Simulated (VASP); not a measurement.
A convergence study with VASP on Cs (space group Im-3m): one setting is varied, all else stays as given below, so the limit is that of these other settings.

```
CELL_PARAMETERS angstrom
     -3.03475     3.03475     3.03475
      3.03475    -3.03475     3.03475
      3.03475     3.03475    -3.03475
ATOMIC_POSITIONS crystal
  Cs 0.00000 0.00000 0.00000
```

All values below come from PBEsol GGA, VASP's PBE PAW potentials (set 64) (plane waves; VASP). The tightest run used: 300 eV cut-off, 20×20×20 Γ-centred mesh, Gaussian smearing of 0.10 eV, potentials Cs_sv.

Task: The settings run are 2×2×2 mesh; 3×3×3 mesh; 4×4×4 mesh; 5×5×5 mesh; 6×6×6 mesh; 7×7×7 mesh; 9×9×9 mesh; 10×10×10 mesh; 11×11×11 mesh; 12×12×12 mesh; 14×14×14 mesh; 15×15×15 mesh; 17×17×17 mesh; 18×18×18 mesh; 20×20×20 mesh. From which on does the energy per atom stay within 0.01 eV/atom of the tightest run?

Result: From 7×7×7 mesh on: it is off by 0.0022 there and by no more than 0.01 in any finer run, while 6×6×6 mesh is off by 0.0138.
```csv
setting,E (eV/atom),pressure (GPa),irreducible k-points,difference judged (eV/atom)
2×2×2 mesh,-0.7821,-0.64,3,0.1593
3×3×3 mesh,-1.0177,-0.16,4,0.0763
4×4×4 mesh,-0.8860,-0.06,8,0.0554
5×5×5 mesh,-0.9473,-0.10,10,0.0058
6×6×6 mesh,-0.9277,-0.08,16,0.0138
7×7×7 mesh,-0.9436,-0.09,20,0.0022
9×9×9 mesh,-0.9438,-0.09,35,0.0024
10×10×10 mesh,-0.9379,-0.08,47,0.0035
11×11×11 mesh,-0.9436,-0.09,56,0.0022
12×12×12 mesh,-0.9394,-0.08,72,0.0020
14×14×14 mesh,-0.9406,-0.08,104,0.0009
15×15×15 mesh,-0.9419,-0.09,120,0.0005
17×17×17 mesh,-0.9416,-0.09,165,0.0002
18×18×18 mesh,-0.9413,-0.09,195,0.0001
20×20×20 mesh,-0.9414,-0.09,256,0.0000
```

Left out are rungs that failed or repeat a setting and relaxations that didn't move; long series are thinned to 24 rows.

The structure is a typed Cs crystal (space group no. 229). The cell was not relaxed at this level.
